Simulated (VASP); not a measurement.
A convergence study with VASP on LaB$_{6}$ (space group Pm-3m): one setting is varied, all else stays as given below, so the limit is that of these other settings.

```yaml
crystal:
  lattice:
    - [4.14752, 0.00000, 0.00000]
    - [0.00000, 4.14752, 0.00000]
    - [0.00000, 0.00000, 4.14752]
  atoms:
    - { symbol: La, position: [0.00000, 0.00000, 0.00000] }
    - { symbol: B, position: [0.80100, 0.50000, 0.50000] }
    - { symbol: B, position: [0.50000, 0.19900, 0.50000] }
    - { symbol: B, position: [0.50000, 0.80100, 0.50000] }
    - { symbol: B, position: [0.19900, 0.50000, 0.50000] }
    - { symbol: B, position: [0.50000, 0.50000, 0.80100] }
    - { symbol: B, position: [0.50000, 0.50000, 0.19900] }
```

Computed with PBE GGA, VASP's PBE PAW potentials (set 64) (plane waves; VASP 6.6.1). The tightest run used: 400 eV cut-off, 8×8×8 Γ-centred mesh, Fermi-Dirac smearing of 0.10 eV, potentials La B.

```json
[
 {"setting": "ENCUT = 200", "highest Γ mode (cm⁻¹)": "1371.1", "plane waves": "480"},
 {"setting": "ENCUT = 240", "highest Γ mode (cm⁻¹)": "1304.7", "plane waves": "624"},
 {"setting": "ENCUT = 280", "highest Γ mode (cm⁻¹)": "1269.6", "plane waves": "772"}
]
```

Question: These are the cheaper rows. Estimate the results at ENCUT = 400, and how far the last row shown lies from them.

Answer: 
```tsv
quantity	tightest run	last row shown is off by
highest Γ mode (cm⁻¹)	1269.4	0.1
```

Left out are rungs that failed or repeat a setting and relaxations that didn't move; long series are thinned to 24 rows.

The structure is a typed LaB6 crystal (space group no. 221). The cell was not relaxed at this level, forces remain on its atoms. The electron count is odd and the run is not spin-polarised, which forces a metal.
